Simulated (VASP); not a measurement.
Input:

```
CELL_PARAMETERS angstrom
     -2.19261     2.19261     5.51136
      2.19261    -2.19261     5.51136
      2.19261     2.19261    -5.51136
ATOMIC_POSITIONS crystal
  Ca 0.50000 0.50000 0.00000
  Ca 0.25000 0.75000 0.50000
  F  0.29190 0.29190 0.00000
  F  0.04190 0.54190 0.50000
  F  0.45810 0.95810 0.50000
  F  0.70810 0.70810 0.00000
```

Computed with PBE GGA, VASP's PBE PAW potentials (set 64) (plane waves; VASP). Run with 400 eV cut-off, 5×5×5 Γ-centred mesh, Gaussian smearing of 0.10 eV, potentials Ca_sv F.

Task: Give the energies of bands 13 to 26 at the high-symmetry points, in eV from the valence-band maximum.

Result: 
```csv
band,Γ,X,P,N,M,S,R
13,-1.22,-1.62,-1.61,-1.53,-1.15,-1.59,-1.62
14,-1.09,-1.62,-1.61,-1.48,-1.15,-1.35,-1.62
15,-1.09,-1.32,-1.34,-1.11,-1.06,-1.13,-1.25
16,-1.02,-1.32,-1.34,-1.04,-1.06,-1.04,-1.25
17,-0.68,-1.12,-1.09,-0.96,-0.51,-0.83,-1.09
18,-0.55,-1.12,-1.09,-0.58,-0.51,-0.81,-1.09
19,-0.55,-0.72,-0.81,-0.56,-0.47,-0.52,-0.76
20,-0.26,-0.72,-0.81,-0.48,-0.47,-0.42,-0.76
21,-0.20,-0.52,-0.43,-0.45,-0.36,-0.40,-0.48
22,-0.20,-0.52,-0.43,-0.29,-0.36,-0.29,-0.48
23,-0.17,0.00,-0.01,-0.25,-0.07,-0.28,-0.01
24,-0.17,0.00,-0.01,-0.24,-0.07,-0.23,-0.01
25,6.99,9.37,9.37,8.89,8.50,8.86,9.28
26,9.09,9.37,9.37,9.48,8.50,9.44,9.28
```

The gap is indirect, 6.99 eV, from the valence maximum at (-0.40, 0.40, 0.00) to the conduction minimum at Γ.

The structure was generated: CaF2 was put into an ordered model structure, which need not be its known phase. The cell was not relaxed at this level.
